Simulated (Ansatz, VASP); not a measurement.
# One calculation of TaTi3, two programs

INCAR

```
SYSTEM = TaTi3
  PREC = Accurate
  ENCUT = 520
  EDIFF = 1E-7
  ISMEAR = -1
  SIGMA = 0.15
  LREAL = .False.
  LASPH = .True.
  NELM = 100
  ALGO = Normal
  ISIF = 2
  LWAVE = .False.
  LCHARG = .False.
  NBANDS = 32
```

Contents of KPOINTS:

```
Automatic mesh
0
Gamma
  6 6 6
  0 0 0
```

Contents of POSCAR:

```
TaTi3
1.0
    4.1330540000      0.0000000000      0.0000000000
    0.0000000000      4.1330540000      0.0000000000
    0.0000000000      0.0000000000      4.1330540000
Ti Ta
3 1
Direct
    0.0000000000      0.5000000000      0.5000000000
    0.5000000000      0.0000000000      0.5000000000
    0.5000000000      0.5000000000      0.0000000000
    0.0000000000      0.0000000000      0.0000000000
```

Input for Ansatz:

```yaml
crystal:
  lattice:
    - [4.133054, 0.0, 0.0]
    - [0.0, 4.133054, 0.0]
    - [0.0, 0.0, 4.133054]
  atoms:
    - { symbol: Ti, position: [0.0, 0.5, 0.5] }
    - { symbol: Ti, position: [0.5, 0.0, 0.5] }
    - { symbol: Ti, position: [0.5, 0.5, 0.0] }
    - { symbol: Ta, position: [0.0, 0.0, 0.0] }
kpoints:
  mp_grid:
    grid: [6, 6, 6]
    shift: [0.0, 0.0, 0.0]
hamiltonian:
  xc: lda
  pseudopotentials:
    kind: all_electron
    lapw: {}
scf:
  convergence:
    dr2_threshold: 1.0e-09
  occupations:
    method: fermi_dirac
    width: 0.15
output:
  forces: true
  stress: true
  eigenvalues: true
```

The cell comes from a database or a generator and needn't be the stable form of this composition.

Alike in both runs: task single point; functional LDA; k mesh 6 × 6 × 6; occupations fermi-dirac, width 0.15 eV; no spin polarisation.

```csv
,VASP,Ansatz
version,VASP 6.6.1,Ansatz 0.2.0
potentials or method,"VASP PAW LDA potentials, release 64 (Ti_sv, Ta_pv)",all-electron (LAPW or listed datasets)
plane-wave cutoff (eV),520,see its input
```

```tsv
	VASP	Ansatz	Ansatz less VASP
gap on the k mesh at the Fermi level (eV)	none	none	-
pressure (GPa)	-8.9	-8.9	-0.07
```

A gap of «none» marks a metal or a gap that the smearing closes. Ansatz ran all-electron here, so the differences hold the error of VASP's frozen core and of both bases.

Spin-orbit coupling is left out, which matters for the levels of Ta.
